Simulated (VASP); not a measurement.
Calculation: PBE GGA, VASP's PBE PAW potentials (set 64) (plane waves; VASP 6.6.1).

VASP ran on this input.

POSCAR:
```
ZnS
1
    0.0000000000     2.7050000000     2.7050000000
    2.7050000000     0.0000000000     2.7050000000
    2.7050000000     2.7050000000     0.0000000000
Zn S
1 1
Direct
  0.0000000000   0.0000000000   0.0000000000
  0.2500000000   0.2500000000   0.2500000000
```

### INCAR
```
ALGO=Normal
EDIFF=1E-6
ENCUT=400
GGA=PE
ISIF=2
ISMEAR=0
KGAMMA=F
KSPACING=0.3
LASPH=T
LCHARG=F
LMAXMIX=4
LREAL=F
LWAVE=F
NELM=100
PREC=Accurate
SIGMA=0.05
SYSTEM=ZnS
```

POTCAR, in this order: Zn S (PBE.64 set). Program: vasp_std.

Gaps are read on the run's mesh, which can miss a band edge.

Question: Estimate the energy per atom (σ→0), pressure, band gap (on the k-mesh).

Answer: 
| Property | Value |
|---|---|
| energy per atom (σ→0) | -3.423 eV/atom |
| band gap (on the k-mesh) | 2.10 eV |
| pressure | 1.26 GPa |

OSZICAR:
```
...
DAV:   7    -0.684641670461E+01    0.16171E-01   -0.33931E-01   540   0.570E+00    0.273E+00
DAV:   8    -0.684592936556E+01    0.48734E-03   -0.55188E-03   605   0.719E-01    0.786E-01
DAV:   9    -0.684621860688E+01   -0.28924E-03   -0.11435E-03   593   0.315E-01    0.120E-01
DAV:  10    -0.684636453213E+01   -0.14593E-03   -0.13709E-04   575   0.128E-01    0.594E-02
DAV:  11    -0.684638274368E+01   -0.18212E-04   -0.31394E-05   613   0.788E-02    0.607E-03
DAV:  12    -0.684638379862E+01   -0.10549E-05   -0.31600E-06   557   0.240E-02    0.533E-03
DAV:  13    -0.684638362368E+01    0.17494E-06   -0.35879E-07   350   0.143E-02
   1 F= -.68463836E+01 E0= -.68463836E+01  d E =-.216146E-15
```

The compound is ZnS in the zinc blende structure. The cell was not relaxed at this level. The run is one of a series of settings (KGAMMA = .FALSE., KSPACING = 0.3, KPOINTS file removed against the base run), some of them coarse on purpose.
